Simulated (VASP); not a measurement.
# SnAs (Fm-3m) in VASP: notebook

The runs below take SnAs through relaxation of cell and atoms, with LDA.

Everything below comes from runs of VASP 6.6.1. Logs are shortened: lines on timing, memory, paths and dates and some standing lists are left out, and cuts for length are marked.

### Step 1. The structure

Symmetry: Fm-3m, No. 225, cubic system. The conventional cell has a = 5.681 Å, b = 5.681 Å, c = 5.681 Å, α = 90.00°, β = 90.00°, γ = 90.00°. Around Sn (site symmetry m-3m) lie 6 As at 2.84 Å. As (site symmetry m-3m) is surrounded by 6 Sn at 2.84 Å.

### Step 2. Relaxation of cell and atoms, LDA

Contents of INCAR:

```
SYSTEM = SnAs
PREC = Accurate ; ENCUT = 520
EDIFF = 1E-7 ; ISMEAR = 0
SIGMA = 0.02 ; LREAL = .FALSE.
LASPH = .TRUE. ; NELM = 80
ALGO = Fast ; ISIF = 3
LWAVE = .FALSE. ; LCHARG = .FALSE.
GGA = CA ; IBRION = 2
NSW = 80 ; EDIFFG = -0.002
```

Contents of KPOINTS:

```
Automatic mesh
0
G
  10 10 10
  0 0 0
```

Contents of POSCAR:

```
SnAs
1.0
    0.0000000000      2.8405000000      2.8405000000
    2.8405000000      0.0000000000      2.8405000000
    2.8405000000      2.8405000000      0.0000000000
Sn As
1 1
Direct
    0.0000000000      0.0000000000      0.0000000000
    0.5000000000      0.5000000000      0.5000000000
```

Potentials or basis: VASP PAW LDA potentials, release 64 (Sn_d, As).

Command:

```sh
$ cat potpaw_LDA.64/Sn_d/POTCAR potpaw_LDA.64/As/POTCAR > POTCAR
$ mpirun -np 1 vasp_std > vasp.out
```

OUTCAR:

```text
SYSTEM = SnAs
   PREC = Accurate
   ENCUT = 520
   EDIFF = 1E-7
   ISMEAR = 0
   LREAL = .FALSE.
   LASPH = .TRUE.
   NELM = 80
   ISIF = 3
   GGA = CA
   IBRION = 2
   NSW = 80
   EDIFFG = -0.002

 ion  position               nearest neighbor table
   1  0.000  0.000  0.000-   2 2.84   2 2.84   2 2.84   2 2.84   2 2.84   2 2.84
   2  0.500  0.500  0.500-   1 2.84   1 2.84   1 2.84   1 2.84   1 2.84   1 2.84

  LATTYP: Found a face centered cubic cell.
 ALAT       =     5.6810000000

  Lattice vectors:

 A1 = (   0.0000000000,   2.8405000000,   2.8405000000)
 A2 = (   2.8405000000,   0.0000000000,   2.8405000000)
 A3 = (   2.8405000000,   2.8405000000,   0.0000000000)

Analysis of symmetry for initial positions (statically):
=====================================================================
 Subroutine PRICEL returns:
 Original cell was already a primitive cell.

 Routine SETGRP: Setting up the symmetry group for a
 face centered cubic supercell.

 Subroutine GETGRP returns: Found 48 space group operations
 (whereof 48 operations were pure point group operations)
 out of a pool of 48 trial point group operations.

The static configuration has the point symmetry O_h .

Analysis of symmetry for dynamics (positions and initial velocities):
=====================================================================
 Subroutine PRICEL returns:
 Original cell was already a primitive cell.

 Routine SETGRP: Setting up the symmetry group for a
 face centered cubic supercell.

 Subroutine GETGRP returns: Found 48 space group operations
 (whereof 48 operations were pure point group operations)
 out of a pool of 48 trial point group operations.

The dynamic configuration has the point symmetry O_h .

 Subroutine INISYM returns: Found 48 space group operations
 (whereof 48 operations are pure point group operations),
 and found     1 'primitive' translations

----------------------------------------------------------------------------------------

                                     Primitive cell

  volume of cell :      45.8368

  direct lattice vectors                    reciprocal lattice vectors
     0.000000000  2.840500000  2.840500000    -0.176025348  0.176025348  0.176025348
     2.840500000  0.000000000  2.840500000     0.176025348 -0.176025348  0.176025348
     2.840500000  2.840500000  0.000000000     0.176025348  0.176025348 -0.176025348

  length of vectors
     4.017073624  4.017073624  4.017073624     0.304884846  0.304884846  0.304884846

  position of ions in fractional coordinates (direct lattice)
     0.000000000  0.000000000  0.000000000
     0.500000000  0.500000000  0.500000000

  ion indices of the primitive-cell ions
   primitive index   ion index
                 1           1
                 2           2

----------------------------------------------------------------------------------------

 KPOINTS: Automatic mesh

Automatic generation of k-mesh.
 Grid dimensions read from file:
 generate k-points for:   10   10   10

 Generating k-lattice:

  Cartesian coordinates                     Fractional coordinates (reciprocal lattice)
    -0.017602535  0.017602535  0.017602535     0.100000000  0.000000000  0.000000000
     0.017602535 -0.017602535  0.017602535     0.000000000  0.100000000  0.000000000
     0.017602535  0.017602535 -0.017602535     0.000000000  0.000000000  0.100000000

  Length of vectors
     0.030488485  0.030488485  0.030488485

  Shift w.r.t. Gamma in fractional coordinates (k-lattice)
     0.000000000  0.000000000  0.000000000

 Subroutine IBZKPT returns following result:
 ===========================================

 Found     47 irreducible k-points:

 Following reciprocal coordinates:
            Coordinates               Weight
  0.000000  0.000000  0.000000      1.000000
  0.100000  0.000000  0.000000      8.000000
  0.200000  0.000000  0.000000      8.000000
  0.300000  0.000000  0.000000      8.000000
  0.400000  0.000000  0.000000      8.000000
  0.500000  0.000000  0.000000      4.000000
[... 16 lines left out ...]
  0.300000  0.300000  0.000000      6.000000
  0.400000  0.300000  0.000000     24.000000
 [... further k-points ...]
   k-points           NKPTS =     47   k-points in BZ     NKDIM =     47   number of bands    NBANDS=     13
   number of dos      NEDOS =    301   number of ions     NIONS =      2
   total plane-waves  NPLWV =  27000
   dimension x,y,z NGX =    30 NGY =   30 NGZ =   30
   dimension x,y,z NGXF=    60 NGYF=   60 NGZF=   60
   ions per type =               1   1
   NGX,Y,Z   is equivalent  to a cutoff of  12.42, 12.42, 12.42 a.u.
   NGXF,Y,Z  is equivalent  to a cutoff of  24.83, 24.83, 24.83 a.u.
 SYSTEM =  SnAs
   PREC   = accura    normal or accurate (medium, high low for compatibility)
   ISTART =      0    job   : 0-new  1-cont  2-samecut
   ICHARG =      2    charge: 1-file 2-atom 10-const
   ISPIN  =      1    spin polarized calculation?
   LNONCOLLINEAR =      F non collinear calculations
   LSORBIT =      F    spin-orbit coupling
   LASPH  =      T    aspherical Exc in radial PAW
   ENCUT  =  520.0 eV  38.22 Ry    6.18 a.u.   7.47  7.47  7.47*2*pi/ulx,y,z
   NELM   =     80;   NELMIN=  2; NELMDL= -5     # of ELM steps
   EDIFF  = 0.1E-06   stopping-criterion for ELM
   LREAL  =      F    real-space projection
   EDIFFG = -.2E-02   stopping-criterion for IOM
   NSW    =     80    number of steps for IOM
   IBRION =      2    ionic relax: 0-MD 1-quasi-New 2-CG
   NFREE  =      1    steps in history (QN), initial steepest desc. (CG)
   ISIF   =      3    stress and relaxation
   ISYM   =      2    0-nonsym 1-usesym 2-fastsym
   POTIM  = 0.5000    time-step for ionic-motion
   TEBEG  =    0.0;   TEEND  =   0.0 temperature during run
   PSTRESS=    0.0 pullay stress
   NELECT =      19.0000    total number of electrons
   NUPDOWN=      -1.0000    fix difference up-down
   EMIN   =  10.00;   EMAX   =-10.00  energy-range for DOS
   EFERMI =   0.00;   METHOD = LEGACY
   ISMEAR =     0;   SIGMA  =   0.02  broadening in eV -4-tet -1-fermi 0-gaus
   EFERMI_NEDOS =   21; number of points for ismear=-14 and -15
   IALGO  =     68    algorithm
   IMIX   =      4    mixing-type and parameters
     AMIX     =   0.40;   BMIX     =  1.00
     AMIX_MAG =   1.60;   BMIX_MAG =  1.00
  volume/ion in A,a.u.               =      22.92       154.66
  Fermi-wavevector in a.u.,A,eV,Ry     =   1.220641  2.306677 20.272193  1.489964
  Thomas-Fermi vector in A             =   2.355851
   LORBIT       =      0    0 simple, 1 ext, 2 COOP (PROOUT), +10 PAW based schemes
   GGA     = CA    functional components
   LHFCALC =     F    Hartree Fock is set to
   AEXX    =    0.0000 exact exchange contribution
   IVDW    =     0    specifies the selected vdW correction
   LEPSILON=     F    determine dielectric tensor
   LRPA    =     F    only Hartree local field effects (RPA)
 conjugate gradient relaxation of ions
 non-spin polarized calculation
 RMM-DIIS sequential band-by-band and
 Gauss-broadening in eV      SIGMA  =   0.02
  energy-cutoff  :      520.00
  volume of cell :       45.84
 maximum number of plane-waves:      1258
 NGX is ok and might be reduce to    30
   NGX = 15   NGY = 15   NGZ = 15

--------------------------------------- Ionic step        1  -------------------------------------------

 number of electron      18.9999997 magnetization

 Free energy of the ion-electron system (eV)
  ---------------------------------------------------
  ext. energy  EPLUGINS =         0.00000000
  ---------------------------------------------------
  free energy    TOTEN  =       -10.05203015 eV

  energy without entropy =      -10.05147812  energy(sigma->0) =      -10.05175414

------------------------ aborting loop because EDIFF is reached ----------------------------------------

  FORCE on cell =-STRESS in cart. coord.  units (eV):
  Direction    XX          YY          ZZ          XY          YZ          ZX
  --------------------------------------------------------------------------------------
  -------------------------------------------------------------------------------------
  Total       -0.0569358     -0.0569358     -0.0569358      0.0000000     -0.0000000     -0.0000000
  in kB       -1.9901291     -1.9901291     -1.9901291      0.0000000     -0.0000000     -0.0000000
  external PRESSURE =      -1.9901291 kB  Pullay stress =       0.0000000 kB
[... 57 lines left out ...]
  energy  without entropy=      -10.0515457531  energy(sigma->0) =      -10.05182350

--------------------------------------- Ionic step        3  -------------------------------------------

 number of electron      18.9999999 magnetization

 Free energy of the ion-electron system (eV)
  ---------------------------------------------------
  ext. energy  EPLUGINS =         0.00000000
  ---------------------------------------------------
  free energy    TOTEN  =       -10.05211963 eV

  energy without entropy =      -10.05156513  energy(sigma->0) =      -10.05184238

 E-fermi :   7.3407     XC(G=0): -10.6512

 val. band max:        7.3139966612   @ k =  -0.3000   0.5000   0.2000
 cond. band min:       7.3434238539   @ k =   0.4000   0.2000   0.1000
 fundamental gap:      0.0294271927
 Fermi energy:         7.3407141046

 k-point     1 :       0.0000    0.0000    0.0000
  band No.  band energies     occupation
      1     -14.2787      2.00000
      2     -14.2787      2.00000
      3     -14.2645      2.00000
      4     -14.2645      2.00000
      5     -14.2645      2.00000
      6      -6.1679      2.00000
      7       4.6127      2.00000
      8       6.0980      2.00000
      9       6.0980      2.00000
     10       6.0980      2.00000
     11      12.7328      0.00000
     12      12.7330      0.00000
     13      12.7338      0.00000
[... 353 lines left out ...]
 k-point    24 :       0.4000    0.3000    0.0000
  band No.  band energies     occupation
      1     -14.3194      2.00000
      2     -14.2741      2.00000
      3     -14.2688      2.00000
      4     -14.2369      2.00000
      5     -14.2354      2.00000
      6      -4.2447      2.00000
      7       0.9244      2.00000
      8       3.5419      2.00000
      9       4.2971      2.00000
     10       4.7121      2.00000
     11      10.6351      0.00000
     12      13.2871      0.00000
     13      13.4343      0.00000

 [... further k-points ...]
[... 5 lines left out ...]
  --------------------------------------------------------------------------------------
  -------------------------------------------------------------------------------------
  Total        0.0010925      0.0010925      0.0010925      0.0000000      0.0000000     -0.0000000
  in kB        0.0382979      0.0382979      0.0382979      0.0000000      0.0000000     -0.0000000
  external PRESSURE =       0.0382979 kB  Pullay stress =       0.0000000 kB
[... 17 lines left out ...]
  FREE ENERGIE OF THE ION-ELECTRON SYSTEM (eV)
  ---------------------------------------------------
  free  energy   TOTEN  =       -10.0521196277 eV

  energy  without entropy=      -10.0515651260  energy(sigma->0) =      -10.05184238

 reached required accuracy - stopping structural energy minimisation
```

Wall time 68 s (1 thread of Intel Xeon Platinum 8375C at 2.90GHz (Ice Lake), shared host); peak memory 0.17 GiB.

What came out:

- Free energy: -10.0521 eV
- Relaxed volume: 22.85 Å³/atom
- Relaxed cell: a = 4.013 Å, b = 4.013 Å, c = 4.013 Å, α = 60.00°, β = 60.00°, γ = 60.00°
- Space group after relaxing (to 0.05 Å): Fm-3m (No. 225)
- Energy gained by relaxing: 0.0 meV/atom
- Ionic steps: 3
- Pressure after relaxing: 0.0 GPa
- Band gap on the k mesh: none (metal or under the smearing width)

Final structure:
```
Sn As
1.0
     0.00000    2.83772    2.83772
     2.83772    0.00000    2.83772
     2.83772    2.83772    0.00000
Sn As
1 1
Cartesian
  0.0000 0.0000 0.0000
  2.8377 2.8377 2.8377
```

Levels at points of the mesh, in eV from the Fermi level:
```csv
k point,band 6,band 7,band 8,band 9,band 10,band 11,band 12,band 13
"(0.00, 0.00, 0.00)",-13.51,-2.73,-1.24,-1.24,-1.24,5.39,5.39,5.39
"(0.50, 0.00, 0.00)",-11.34,-8.79,-0.73,-0.73,0.73,1.21,1.21,2.34
"(0.50, 0.50, 0.00)",-10.75,-6.10,-5.73,-3.51,-3.51,2.58,7.51,7.51
```

### Step 3. Relaxation of cell and atoms, LDA

This run uses another cell than the first one, of 22.85 Å³/atom, 0.997 times its volume.

INCAR is that of step 2.

KPOINTS is that of step 2.

Contents of POSCAR:

```
SnAs                                    
1.0
   -0.0000000000      2.8377189638      2.8377189638
    2.8377189638     -0.0000000000      2.8377189638
    2.8377189638      2.8377189638      0.0000000000
  Sn              As            
     1     1
Direct
     0.0000000000000000    0.0000000000000000    0.0000000000000000
     0.5000000000000000    0.5000000000000000    0.5000000000000000
```

Potentials or basis: VASP PAW LDA potentials, release 64 (Sn_d, As).

Command:

```sh
$ cat potpaw_LDA.64/Sn_d/POTCAR potpaw_LDA.64/As/POTCAR > POTCAR
$ mpirun -np 1 vasp_std > vasp.out
```

It took 61 s on 1 thread of Intel Xeon Platinum 8375C at 2.90GHz (Ice Lake), shared host; peak memory 0.16 GiB.

Results (log left out):

| Quantity | Value |
| --- | --- |
| Free energy | -10.0521 eV |
| Relaxed volume | 22.86 Å³/atom |
| Relaxed cell | a = 4.013 Å, b = 4.013 Å, c = 4.013 Å, α = 60.00°, β = 60.00°, γ = 60.00° |
| Space group after relaxing (to 0.05 Å) | Fm-3m (No. 225) |
| Energy gained by relaxing | 0.0 meV/atom |
| Ionic steps | 3 |
| Pressure after relaxing | 0.0 GPa |
| Band gap on the k mesh | none (metal or under the smearing width) |

Final structure:
```
Sn As
1.0
     0.00000    2.83790    2.83790
     2.83790    0.00000    2.83790
     2.83790    2.83790    0.00000
Sn As
1 1
Direct
  0.00000 0.00000 0.00000
  0.50000 0.50000 0.50000
```

Levels at points of the mesh, in eV from the Fermi level:
```tsv
k point	band 6	band 7	band 8	band 9	band 10	band 11	band 12	band 13
(0.00, 0.00, 0.00)	-13.51	-2.73	-1.24	-1.24	-1.24	5.39	5.39	5.39
(0.50, 0.00, 0.00)	-11.34	-8.79	-0.73	-0.73	0.73	1.21	1.21	2.34
(0.50, 0.50, 0.00)	-10.75	-6.10	-5.73	-3.51	-3.51	2.58	7.51	7.51
```
